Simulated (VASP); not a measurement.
The system is GaSn.

```
Ga Sn
1.0
     0.00000    2.90288    3.09822
     2.72925    0.00000    3.09822
     2.72925    2.90288    0.00000
Ga Sn
1 1
Direct
  0.50000 0.50000 0.50000
  0.00000 0.00000 0.00000
```

The cell was built by a generator and needn't be a form met in nature.

- Program: VASP 6.6.1
- Task: relaxation of cell and atoms
- Functional: AM05
- Potentials or basis: VASP PAW PBE potentials, release 64 (Ga_d, Sn_d)
- Cutoff: 600 eV
- k mesh: 8 × 8 × 8
- Occupations: fermi-dirac, width 0.05 eV
- Spin: no spin polarisation

At the start: pressure -1.8 GPa; volume 24.55 Å³/atom.

Problem. How do energy, volume and symmetry change on relaxing?

Solution. Over 9 steps the energy falls by 68.6 meV/atom and the volume is 23.06 Å³/atom (-6.1 %); space group Fm-3m (No. 225, to 0.05 Å).

Step by step:
```
step  energy change (eV)  largest force (eV/Å)  pressure (GPa)  volume (Å³)
   1              0.0000                0.0000           -1.82        49.09
   2             -0.1094                0.0000           -0.89        47.08
   3             -0.1332                0.0000            1.10        45.28
   4             -0.1361                0.0000            0.51        45.70
   5             -0.1361                0.0000            0.40        45.77
   6             -0.1371                0.0000           -0.12        46.21
   7             -0.1371                0.0000           -0.06        46.18
   8             -0.1371                0.0000           -0.11        46.19
   9             -0.1371                0.0000            0.04        46.12
```

Final structure:
```cif
data_structure
_symmetry_space_group_name_H-M 'P 1'
_symmetry_Int_Tables_number 1
_cell_length_a 4.0253
_cell_length_b 4.0251
_cell_length_c 4.0252
_cell_angle_alpha 60.004
_cell_angle_beta 59.997
_cell_angle_gamma 59.999
_cell_volume 46.12
loop_
_atom_site_label
_atom_site_type_symbol
_atom_site_fract_x
_atom_site_fract_y
_atom_site_fract_z
_atom_site_occupancy
Ga1 Ga 0.50000 0.50000 0.50000 1
Sn1 Sn 0.00000 0.00000 0.00000 1
```

Caveat: the PAW data sets were made with another functional, which shifts forces and pressure a little.
